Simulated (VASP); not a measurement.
Energy against volume of Tl (hcp). All values below come from PBE GGA with D4 dispersion, VASP's PBE PAW potentials (set 64) (plane waves; VASP). Settings: 520 eV cut-off, 12×12×7 Γ-centred mesh, first-order Methfessel-Paxton smearing of 0.10 eV, potentials Tl_d.

Shape and ions are relaxed at each volume.

| V (Å³/atom) | E (eV/atom) |
|---|---|
| 28.588 | -2.57185 |
| 29.472 | -2.57601 |
| 30.356 | -2.57462 |
| 31.240 | -2.56859 |

Task: Fit these four points and predict the energy of the run at 27.703 Å³/atom.

Result: A cubic in V^(−2/3), the third-order Birch-Murnaghan form, passes through the four points with V0 = 29.67 Å³/atom and B0 = 32 GPa, and gives -2.5610 eV/atom there. The run gave -2.5612 eV/atom, -0.1 meV/atom from the fit; all five points give B0 = 32 GPa.

The compound is Tl in the hcp structure. It was relaxed first.
